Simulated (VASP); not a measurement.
OSZICAR of a VASP run on CeO2 (fluorite):

**OSZICAR**
```
       N       E                     dE             d eps       ncg     rms          rms(c)
DAV:   1     0.219787190437E+03    0.21979E+03   -0.10886E+04  2200   0.185E+03
DAV:   2     0.118612882390E+01   -0.21860E+03   -0.20767E+03  3336   0.299E+02
DAV:   3    -0.314174404830E+02   -0.32604E+02   -0.30688E+02  2776   0.145E+02
DAV:   4    -0.328714207384E+02   -0.14540E+01   -0.14198E+01  3368   0.318E+01
DAV:   5    -0.329511144650E+02   -0.79694E-01   -0.79579E-01  3640   0.634E+00    0.261E+01
DAV:   6    -0.306603833431E+02    0.22907E+01   -0.67204E+01  3304   0.510E+01    0.203E+01
DAV:   7    -0.300771800344E+02    0.58320E+00   -0.12435E+02  3256   0.107E+02    0.171E+01
DAV:   8    -0.291838832452E+02    0.89330E+00   -0.25873E+00  2552   0.176E+01    0.999E+00
DAV:   9    -0.284838700425E+02    0.70001E+00   -0.59056E+00  3288   0.191E+01    0.195E+00
DAV:  10    -0.284866729290E+02   -0.28029E-02   -0.17165E-01  3712   0.334E+00    0.149E+00
DAV:  11    -0.284944189712E+02   -0.77460E-02   -0.32752E-02  3192   0.159E+00    0.205E+00
DAV:  12    -0.284812206427E+02    0.13198E-01   -0.34037E-01  3216   0.435E+00    0.107E+00
DAV:  13    -0.284759729922E+02    0.52477E-02   -0.88280E-02  3096   0.283E+00    0.803E-01
DAV:  14    -0.284772556403E+02   -0.12826E-02   -0.64034E-03  3784   0.605E-01    0.758E-01
DAV:  15    -0.284760709340E+02    0.11847E-02   -0.28996E-03  3128   0.532E-01    0.369E-01
DAV:  16    -0.284754905801E+02    0.58035E-03   -0.36902E-03  3328   0.523E-01    0.668E-02
DAV:  17    -0.284754899642E+02    0.61595E-06   -0.54514E-05  3384   0.530E-02    0.530E-02
DAV:  18    -0.284754805747E+02    0.93895E-05   -0.72128E-05  3304   0.755E-02    0.610E-03
DAV:  19    -0.284754810782E+02   -0.50353E-06   -0.64591E-06  2856   0.202E-02
   1 F= -.28475481E+02 E0= -.28472371E+02  d E =-.622071E-02
```

Question: Which electronic solver shows in the log?

Answer: It is blocked Davidson (ALGO = Normal, or the opening steps of other solvers). The INCAR had ALGO = Normal.

Question: How was spin treated?

Answer: Without spin polarisation: there is no mag entry.

Question: Can the final energy be trusted as converged?

Answer: The run converged. It stopped with EDIFF = 1E-6, NELM = 100 (PBE GGA, plane waves, VASP's PBE PAW potentials (set 64)). The cell is charged, with a uniform compensating background.

The compound is CeO2 in the fluorite structure. The cell was not relaxed at this level, atoms are displaced from their ideal sites. The k-mesh is coarse (spacing up to 0.33 per Å, 2π included), so the numbers may not be converged in it. The run is one of a series of settings (NELECT = 23.5 against the base run), some of them coarse on purpose. The run is not spin-polarised, so no magnetic state was tried.
